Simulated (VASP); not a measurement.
Here is the system:

```
CELL_PARAMETERS angstrom
     -1.40398     1.40398     1.40398
      1.40398    -1.40398     1.40398
      1.40398     1.40398    -1.40398
ATOMIC_POSITIONS crystal
  Cr 0.00000 0.00000 0.00000
```

The numbers are results of PBEsol GGA, VASP's PBE PAW potentials (set 64) (plane waves; VASP), not measurements. Numerical set-up: 400 eV cut-off, Gaussian smearing of 0.050 eV, potentials Cr_pv.

Problem. Predict the band gap (along the path) with the smallest direct gap where there is one.

Solution. 
```json
{
  "band gap (along the path)": "none (metal, semimetal or under 0.01 eV)"
}
```

The structure comes from a measured Cr entry (Im-3m) of the Crystallography Open Database, whose conditions weren't checked. It was relaxed first, which changed the volume by -8 %. The run is not spin-polarised, so no magnetic state was tried.
